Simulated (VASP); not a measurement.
Level of theory: PBEsol GGA, VASP's PBE PAW potentials (set 64) (plane waves; VASP).

The input files of a VASP run:

**INCAR**
```
SYSTEM=Pd
PREC=Accurate; ENCUT=480; LREAL=F
LASPH=T
EDIFF=1E-7; NELM=100; ALGO=Normal
LMAXMIX=4
ISMEAR=1; SIGMA=0.1
GGA=PS
ISIF=2
LWAVE=F; LCHARG=F
```

POSCAR:
```
Pd
2.7377360
  0.0000000000   0.7071066801   0.7071066801
  0.7071066801   0.0000000000   0.7071066801
  0.7071066801   0.7071066801   0.0000000000
Pd
1
Cart
  0.0000000000   0.0000000000   0.0000000000
```

File KPOINTS:
```
Automatic mesh
0
Gamma
16 16 16
0 0 0
```

POTCAR, in this order: Pd (PBE.64 set). Program: vasp_std.

What VASP printed:

**OSZICAR**
```
       N       E                     dE             d eps       ncg     rms          rms(c)
DAV:   1     0.349470170210E+02    0.34947E+02   -0.50217E+03  2618   0.972E+02
DAV:   2    -0.596701712548E+01   -0.40914E+02   -0.39873E+02  2773   0.186E+02
DAV:   3    -0.634247731288E+01   -0.37546E+00   -0.37332E+00  3055   0.202E+01
DAV:   4    -0.634453928089E+01   -0.20620E-02   -0.20618E-02  2980   0.138E+00
DAV:   5    -0.634456337943E+01   -0.24099E-04   -0.24099E-04  3012   0.130E-01    0.873E+00
DAV:   6    -0.597758791582E+01    0.36698E+00   -0.17057E+00  2665   0.123E+01    0.391E+00
DAV:   7    -0.596444880691E+01    0.13139E-01   -0.99059E-03  2930   0.928E-01    0.208E+00
DAV:   8    -0.595941989096E+01    0.50289E-02   -0.13606E-03  2799   0.289E-01    0.631E-02
DAV:   9    -0.595942408858E+01   -0.41976E-05   -0.11705E-05  3774   0.371E-02    0.123E-02
DAV:  10    -0.595942766361E+01   -0.35750E-05   -0.13100E-06  2906   0.101E-02    0.113E-03
DAV:  11    -0.595942766420E+01   -0.59265E-09   -0.14335E-08  1758   0.119E-03
   1 F= -.59594277E+01 E0= -.59594436E+01  d E =0.479525E-04
```

**OUTCAR**
```
------------------------ aborting loop because EDIFF is reached ----------------------------------------
  FORCE on cell =-STRESS in cart. coord.  units (eV):
  Direction    XX          YY          ZZ          XY          YZ          ZX
  --------------------------------------------------------------------------------------
  Total        0.0352652      0.0352652      0.0352652      0.0000000      0.0000000      0.0000000
  in kB        3.8940080      3.8940080      3.8940080      0.0000000      0.0000000      0.0000000
  external PRESSURE =       3.8940080 kB  Pullay stress =       0.0000000 kB
  volume of cell :       14.51
      direct lattice vectors                 reciprocal lattice vectors
     0.000000000  1.935871414  1.935871414    -0.258281617  0.258281617  0.258281617
     1.935871414  0.000000000  1.935871414     0.258281617 -0.258281617  0.258281617
     1.935871414  1.935871414  0.000000000     0.258281617  0.258281617 -0.258281617
 POSITION                                       TOTAL-FORCE (eV/Angst)
 -----------------------------------------------------------------------------------
      0.00000      0.00000      0.00000         0.000000     -0.000000     -0.000000
 -----------------------------------------------------------------------------------
    total drift:                               -0.000000      0.000000      0.000000
  FREE ENERGIE OF THE ION-ELECTRON SYSTEM (eV)
  ---------------------------------------------------
  free  energy   TOTEN  =        -5.9594276642 eV

  energy  without entropy=       -5.9594756167  energy(sigma->0) =       -5.95944365
```
(Selected blocks of OUTCAR.)

The compound is Pd in the fcc structure. It was relaxed first.
